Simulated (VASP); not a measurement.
All values below come from PBEsol GGA, VASP's PBE PAW potentials (set 64) (plane waves; VASP).

A VASP calculation is set up with these files.

### INCAR
```
ALGO  =  Normal   ! blocked Davidson
ICHARG  =  11   ! fixed density
LASPH  =  .TRUE.
LCHARG  =  .FALSE.
GGA  =  PS
EDIFF  =  1E-7   ! SCF stop (eV)
LORBIT  =  11
LWAVE  =  .FALSE.
SIGMA  =  0.05   ! width (eV)
ISMEAR  =  0   ! Gaussian
NELM  =  100
ENCUT  =  400   ! plane-wave cut-off (eV)
LMAXMIX  =  4   ! l cut-off of mixed one-centre charges
PREC  =  Accurate
LREAL  =  .FALSE.   ! projection in real space or not
SYSTEM  =  YZn
```

File POSCAR:
```
YZn
1
    3.5174218308     0.0000000000     0.0000000000
    0.0000000000     3.5174218308     0.0000000000
    0.0000000000     0.0000000000     3.5174218308
Zn Y
1 1
Direct
  0.5000000000   0.5000000000   0.5000000000
  0.0000000000   0.0000000000   0.0000000000
```

### KPOINTS
```
k-points along high-symmetry lines
15
Line-mode
Reciprocal
  0.000000   0.000000   0.000000 ! GAMMA
  0.000000   0.500000   0.000000 ! X

  0.000000   0.500000   0.000000 ! X
  0.500000   0.500000   0.000000 ! M

  0.500000   0.500000   0.000000 ! M
  0.000000   0.000000   0.000000 ! GAMMA

  0.000000   0.000000   0.000000 ! GAMMA
  0.500000   0.500000   0.500000 ! R

  0.500000   0.500000   0.500000 ! R
  0.000000   0.500000   0.000000 ! X

  0.500000   0.500000   0.500000 ! R
  0.500000   0.500000   0.000000 ! M
```

POTCAR, in this order: Zn Y_sv (PBE.64 set). Program: vasp_std. Read from the step before: CHGCAR.

The resulting files:

**OSZICAR**
```
       N       E                     dE             d eps       ncg     rms          rms(c)
DAV:   1     0.889126471195E+02    0.88913E+02   -0.10452E+04  2700   0.152E+03
DAV:   2    -0.575640750892E+01   -0.94669E+02   -0.93627E+02  3114   0.297E+02
DAV:   3    -0.923201831233E+01   -0.34756E+01   -0.34434E+01  3598   0.554E+01
DAV:   4    -0.931391127830E+01   -0.81893E-01   -0.81175E-01  3705   0.681E+00
DAV:   5    -0.931482907045E+01   -0.91779E-03   -0.91776E-03  3597   0.603E-01
DAV:   6    -0.931484055991E+01   -0.11489E-04   -0.11489E-04  3736   0.602E-02
DAV:   7    -0.931484074832E+01   -0.18841E-06   -0.18864E-06  3587   0.522E-03
DAV:   8    -0.931484074917E+01   -0.85493E-09   -0.88979E-09  2500   0.546E-04
   1 F= -.93148407E+01 E0= -.93093123E+01  d E =-.110568E-01
```

### OUTCAR
```
 val. band max:        3.2311837460   @ k =   0.4286   0.5000   0.0000

 cond. band min:       3.2343315617   @ k =   0.0000   0.0714   0.0000



 k-point     1 :       0.0000    0.0000    0.0000
  band No.  band energies     occupation
      1     -39.2189      2.00000
      2     -19.0827      2.00000
      3     -19.0827      2.00000
      4     -19.0827      2.00000
      5      -3.9101      2.00000
      6      -3.8404      2.00000
      7      -3.8404      2.00000
      8      -3.6221      2.00000
      9      -3.6221      2.00000
     10      -3.6221      2.00000
     11       3.2153      1.35904
     12       3.2153      1.35904
     13       7.7527      0.00000
     14       7.7527      0.00000
     15       7.7533      0.00000

 k-point     2 :       0.0000    0.0357    0.0000
  band No.  band energies     occupation
      1     -39.2185      2.00000
      2     -19.0880      2.00000
      3     -19.0823      2.00000
      4     -19.0823      2.00000
      5      -3.8901      2.00000
      6      -3.8396      2.00000
      7      -3.8376      2.00000
      8      -3.6227      2.00000
      9      -3.6227      2.00000
     10      -3.6219      2.00000
     11       3.2143      1.37906
     12       3.2201      1.25899
     13       7.5174      0.00000
     14       7.5174      0.00000
     15       7.7543      0.00000

 k-point     3 :       0.0000    0.0714    0.0000
  band No.  band energies     occupation
      1     -39.2174      2.00000
      2     -19.1036      2.00000
      3     -19.0810      2.00000
      4     -19.0810      2.00000
      5      -3.8373      2.00000
      6      -3.8368      2.00000
      7      -3.8224      2.00000
      8      -3.6239      2.00000
      9      -3.6239      2.00000
     10      -3.6212      2.00000
     11       3.2071      1.51453
     12       3.2343      0.94171
     13       7.1654      0.00000
     14       7.1654      0.00000
     15       7.7588      0.00000

...
```

The density is held fixed in this step, so its total energy and stress have no physical meaning.

The structure comes from a measured YZn entry (Pm-3m) of the Crystallography Open Database, whose conditions weren't checked. It was relaxed first. The electron count is odd and the run is not spin-polarised, which forces a metal.
